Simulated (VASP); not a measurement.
```yaml
crystal:
  lattice:
    - [5.92984, 0.00000, 0.00000]
    - [0.00000, 5.92984, 0.00000]
    - [0.00000, 0.00000, 5.92984]
  atoms:
    - { symbol: Ni, position: [0.98309, 0.98309, 0.98309] }
    - { symbol: Ni, position: [0.48309, 0.51691, 0.01691] }
    - { symbol: Ni, position: [0.01691, 0.48309, 0.51691] }
    - { symbol: Ni, position: [0.51691, 0.01691, 0.48309] }
    - { symbol: Sb, position: [0.62750, 0.62750, 0.62750] }
    - { symbol: Sb, position: [0.12750, 0.87250, 0.37250] }
    - { symbol: Sb, position: [0.37250, 0.12750, 0.87250] }
    - { symbol: Sb, position: [0.87250, 0.37250, 0.12750] }
    - { symbol: S, position: [0.38084, 0.38084, 0.38084] }
    - { symbol: S, position: [0.88084, 0.11916, 0.61916] }
    - { symbol: S, position: [0.61916, 0.88084, 0.11916] }
    - { symbol: S, position: [0.11916, 0.61916, 0.88084] }
```

Calculation: r2SCAN meta-GGA, VASP's PBE PAW potentials (set 64) (plane waves; VASP). Run with 400 eV cut-off, 6×6×6 Γ-centred mesh, tetrahedra with Blöchl corrections, potentials Ni Sb S.

The cores are frozen, which limits the accuracy of field gradients.

Question: Give the principal components of the electric field gradient (V/Å²) and the asymmetry η at each nucleus.

Answer: 
| atom | Vxx | Vyy | Vzz | η |
|---|---|---|---|---|
| Ni1 | -0.4 | -0.4 | 0.9 | 0.00 |
| Ni2 | -0.4 | -0.4 | 0.9 | 0.00 |
| Ni3 | -0.4 | -0.4 | 0.9 | 0.00 |
| Ni4 | -0.4 | -0.4 | 0.9 | 0.00 |
| Sb5 | -154.7 | -154.7 | 309.5 | 0.00 |
| Sb6 | -154.7 | -154.7 | 309.5 | 0.00 |
| Sb7 | -154.7 | -154.7 | 309.5 | 0.00 |
| Sb8 | -154.7 | -154.7 | 309.5 | 0.00 |
| S9 | -17.8 | -17.8 | 35.6 | 0.00 |
| S10 | -17.8 | -17.8 | 35.6 | 0.00 |
| S11 | -17.8 | -17.8 | 35.6 | 0.00 |
| S12 | -17.8 | -17.8 | 35.6 | 0.00 |

The compound is NiSbS in the sg198 structure. It was relaxed first. The run is not spin-polarised, so no magnetic state was tried.
